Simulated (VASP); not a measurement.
Input for VASP

POSCAR:
```
TlBr
1
   -0.0000000000     3.7492067574     3.7492067574
    3.7492067574     0.0000000000     3.7492067574
    3.7492067574     3.7492067574    -0.0000000000
Tl Br
1 1
Direct
  1.0000000000   1.0000000000   1.0000000000
  0.2500000000   0.2500000000   0.2500000000
```

KPOINTS:
```
Automatic
0
Gamma
6 6 6
0 0 0
```

INCAR:
```
SYSTEM = TlBr
PREC = Accurate
ENCUT = 400
EDIFF = 1E-6
NELM = 100
ALGO = Normal
LREAL = .FALSE.
LASPH = .TRUE.
ISMEAR = 0
SIGMA = 0.05
GGA = PE
LMAXMIX = 4
LWAVE = .FALSE.
LCHARG = .FALSE.
IBRION = 2
ISIF = 3
NSW = 60
EDIFFG = -0.01
```

POTCAR, in this order: Tl_d Br (PBE.64 set). Program: vasp_std.

Question: Translate this PBE calculation to Quantum ESPRESSO's pw.x.

Answer: One equivalent input (not run):
```
&CONTROL
  calculation = 'vc-relax'
  pseudo_dir = './pseudo'
  outdir = './out'
  tprnfor = .true.
  tstress = .true.
  nstep = 60
  forc_conv_thr = 0.00039
/
&SYSTEM
  ibrav = 0
  nat = 2
  ntyp = 2
  ecutwfc = 60.3
  occupations = 'smearing'
  smearing = 'gaussian'
  degauss = 0.003675
  input_dft = 'pbe'
/
&ELECTRONS
  conv_thr = 7.3e-08
  electron_maxstep = 100
/
&IONS
/
&CELL
/
ATOMIC_SPECIES
  Tl 204.380 Tl.upf
  Br 79.904 Br.upf
CELL_PARAMETERS angstrom
    -0.0000000    3.7492068    3.7492068
     3.7492068    0.0000000    3.7492068
     3.7492068    3.7492068   -0.0000000
ATOMIC_POSITIONS crystal
  Tl   1.0000000  1.0000000  1.0000000
  Br   0.2500000  0.2500000  0.2500000
K_POINTS automatic
  6 6 6 0 0 0
```
The two are equivalent in intent, not identical: the potentials are each code's own (VASP's PAW set, PseudoDojo norm-conserving files in pw.x), so ENCUT and ecutwfc are chosen apart and not converted; conv_thr bounds pw.x's estimated SCF error, while EDIFF bounds the energy change between steps; forc_conv_thr acts on force components and is met together with etot_conv_thr.

The structure was generated: TlBr was put into the zinc blende type (F-43m), which need not be its known phase. It was relaxed first, which changed the volume by +84 %. The start is the result of an earlier pass.
